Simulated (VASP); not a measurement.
Input:

```
Si
1.0
    3.83243     0.00000     0.00000
   -1.91622     3.31898     0.00000
    0.00000     0.00000     6.33159
Si
4
Direct
  0.33333   0.66667   0.06283
  0.66667   0.33333   0.93717
  0.66667   0.33333   0.56283
  0.33333   0.66667   0.43717
```

Method: r2SCAN meta-GGA, VASP's PBE PAW potentials (set 64) (plane waves; VASP). Settings: 400 eV cut-off, 15×15×8 Γ-centred mesh, Gaussian smearing of 0.010 eV, potentials Si.

Question: Give the direction-averaged independent-particle dielectric function (no local fields, no excitons; a broadening of 0.1 eV leaves a tail below the gap, and fine structure carries the noise of the k-mesh).

Answer: 
```tsv
ħω (eV)	ε₁	ε₂
0.00	11.94	0.00
0.40	12.05	0.05
0.80	12.37	0.11
1.20	12.97	0.19
1.60	13.95	0.31
2.00	15.61	0.59
2.40	18.46	1.78
2.80	21.66	5.01
3.20	24.87	9.95
3.60	24.99	25.76
4.00	11.75	30.27
4.40	-3.01	33.00
4.80	-10.53	21.25
5.20	-10.94	12.39
5.60	-7.42	9.96
6.00	-7.18	7.79
6.40	-7.52	6.91
6.80	-6.41	4.16
7.20	-4.92	3.77
7.60	-4.38	2.97
8.00	-4.00	2.89
8.40	-3.69	2.04
8.80	-3.20	1.69
9.30	-2.63	1.24
```
ε₂ peaks at 4.2 eV (height 33.9); ε₁(0) averages 11.94, so the electronic refractive index below the gap tends to √11.94 = 3.46.

The structure comes from a computed database's Si entry (P6_3/mmc); how it stands against other phases isn't given here. It was relaxed first.
